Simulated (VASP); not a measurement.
V (bcc): the bulk modulus from VASP (plane waves, PAW) at several levels of theory. Static lattice, third-order Birch-Murnaghan fit over five volumes.

```json
[
 {"level": "LDA", "bulk modulus (GPa)": "210", "error against measurement": "+30.4 %"},
 {"level": "PBE", "bulk modulus (GPa)": "180", "error against measurement": "+11.7 %"},
 {"level": "RPBE", "bulk modulus (GPa)": "171", "error against measurement": "+6.4 %"},
 {"level": "AM05", "bulk modulus (GPa)": "192", "error against measurement": "+19.1 %"},
 {"level": "PBE-D3(BJ)", "bulk modulus (GPa)": "195", "error against measurement": "+21.2 %"},
 {"level": "PBE-D4", "bulk modulus (GPa)": "187", "error against measurement": "+15.9 %"},
 {"level": "optB88-vdW", "bulk modulus (GPa)": "185", "error against measurement": "+14.7 %"},
 {"level": "rev-vdW-DF2", "bulk modulus (GPa)": "187", "error against measurement": "+16.3 %"},
 {"level": "revTPSS", "bulk modulus (GPa)": "196", "error against measurement": "+21.8 %"},
 {"level": "r2SCAN+rVV10", "bulk modulus (GPa)": "199", "error against measurement": "+23.5 %"}
]
```

Measured: 161 GPa at 0 K (as given by H. Levämäki et al., Physical Review B (2014), arXiv:1402.3671; corrected for temperature and zero-point phonon effects).

The cell of the LDA run:

```cif
data_V
_chemical_formula_sum 'V1'
_space_group_name_H-M_alt 'P 1'
_space_group_IT_number 1
_cell_length_a 2.53639
_cell_length_b 2.53639
_cell_length_c 2.53639
_cell_angle_alpha 109.471
_cell_angle_beta 109.471
_cell_angle_gamma 109.471
loop_
_space_group_symop_operation_xyz
  'x, y, z'
loop_
_atom_site_label
_atom_site_type_symbol
_atom_site_fract_x
_atom_site_fract_y
_atom_site_fract_z
_atom_site_occupancy
V1 V 0.00000 0.00000 0.00000 1
```

Only levels that ran to the end are used. Left out are those held back, those with too coarse a band path, GW runs whose mesh misses a band edge, hybrids' fits of cells that aren't cubic and levels without matching references; a question may draw on a part of the rest.

The compound is V in the bcc structure.
